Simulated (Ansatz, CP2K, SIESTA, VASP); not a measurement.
# One structure in several programs: CaCo2Ge2 (P1, 5 atoms in the cell)

Self-consistent single point, at a second geometry (atoms moved at random). First geometry:

```xyz
5
Lattice="-2.0046 2.0046 5.2281 2.0046 -2.0046 5.2281 2.0046 2.0046 -5.2281" Properties=species:S:1:pos:R:3 pbc="T T T"
Ca     0.0000     0.0000     0.0000
Co     2.0046     0.0000     2.6140
Co     0.0000     2.0046     2.6140
Ge     0.0000     0.0000     3.8384
Ge     0.0000     0.0000     6.6177
```

Second geometry:
```yaml
crystal:
  lattice:
    - [-2.00458, 2.00458, 5.22806]
    - [2.00458, -2.00458, 5.22806]
    - [2.00458, 2.00458, -5.22806]
  atoms:
    - { symbol: Ca, position: [0.99873, 0.00916, 0.01104] }
    - { symbol: Co, position: [0.24465, 0.75158, 0.50331] }
    - { symbol: Co, position: [0.75084, 0.24524, 0.49882] }
    - { symbol: Ge, position: [0.37739, 0.37916, 0.00672] }
    - { symbol: Ge, position: [0.62838, 0.61486, 0.98011] }
```

Shared settings, as Ansatz (a first-principles code) writes them: kpoints.mp_grid.grid = 7 7 7; scf.occupations.method = fermi_dirac; scf.occupations.width = 0.0037 Ry. Potentials and cutoffs stand in the table.

```tsv
code	model	ΔF from the first geometry (meV/atom)	pressure (GPa)	largest force (eV/Å)	cutoff
VASP	LDA (PZ), VASP's LDA PAW potentials (set 64)	24.4	-12.29	1.415	300 eV
Ansatz	LDA (PW92), PAW files made with PBE	24.4	-11.81	1.415	30.9 Ry
CP2K	LDA (Pade form), GPW, DZVP-MOLOPT-SR-GTH basis, GTH-PADE potentials (GTH_POTENTIALS)	25.3	-11.26	1.451	grid 600 Ry
SIESTA	LDA PW92, numerical atomic orbitals DZP, PseudoDojo LDA standard norm-conserving potentials (rewritten from UPF to PSML)	34.8	-6.38	1.945	grid 400 Ry
```

Size of the force on each atom (eV/Å): Sizes of forces hide their directions.

| code | Ca1 | Co2 | Co3 | Ge4 | Ge5 |
|---|---|---|---|---|---|
| VASP | 0.230 | 0.477 | 0.409 | 1.415 | 0.849 |
| Ansatz | 0.227 | 0.473 | 0.403 | 1.415 | 0.849 |
| CP2K | 0.240 | 0.463 | 0.399 | 1.451 | 0.880 |
| SIESTA | 0.413 | 0.557 | 0.499 | 1.945 | 1.259 |

On Ansatz's run: spin polarisation is off.

The spread over the programs that give each value: ΔF from the first geometry within 10.4 meV/atom; pressure within 5.91 GPa; largest force within 0.530 eV/Å.

CP2K and SIESTA use small atom-centred bases, whose incompleteness enters pressures, forces and empty levels differently from a plane-wave cutoff. Ansatz's pressure is given at a fixed set of plane waves, as the other plane-wave codes print theirs; with its correction for the finite basis it is -11.76 GPa. The same LDA comes in different parametrisations, which differ slightly. In the pressure, SIESTA (by 5.68) lies more than 1 GPa from the median of the plane-wave programs. In the force vectors, SIESTA (by 0.533) lies more than 0.08 eV/Å from the median of the plane-wave programs.

VASP's run is marked for a possible Pulay error in its stress at this cutoff; no cutoff test was made.

The starting cell comes from a database of computed structures (which also holds hypothetical and non-ambient phases and stackings), without a prior relaxation at this level. Its lattice was rescaled by a random factor within 2.5 % of one. For this run, on top of that: atoms moved at random.

Keys are those of Ansatz 0.2.
